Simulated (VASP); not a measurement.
Consider the following.

```
CELL_PARAMETERS angstrom
      4.67460     0.00000     0.00000
     -2.33730     4.04832     0.00000
      0.00000     0.00000    21.35625
ATOMIC_POSITIONS crystal
  I  0.66667 0.33333 0.41316
  I  0.33333 0.66667 0.58684
  Pb 0.00000 0.00000 0.50000
```

The numbers are results of HSE06 screened hybrid (exact exchange on a k-mesh reduced by 3x3x1), VASP's PBE PAW potentials (set 64) (plane waves; VASP), not measurements. Run with PREC = Normal, EDIFF = 1E-5, 400 eV cut-off, 12×12×1 Γ-centred mesh, Gaussian smearing of 0.050 eV, potentials I Pb_d.

Exact exchange is summed on a reduced mesh (NKRED).

Question: What does the run give for the energy per atom (σ→0)?

Answer: 
```
Property                        Value
---------------------  --------------
energy per atom (σ→0)  -3.465 eV/atom
```

The cell is a sheet with vacuum, built from PbI2 (1T layered). The cell's shape comes from a PBE relaxation.
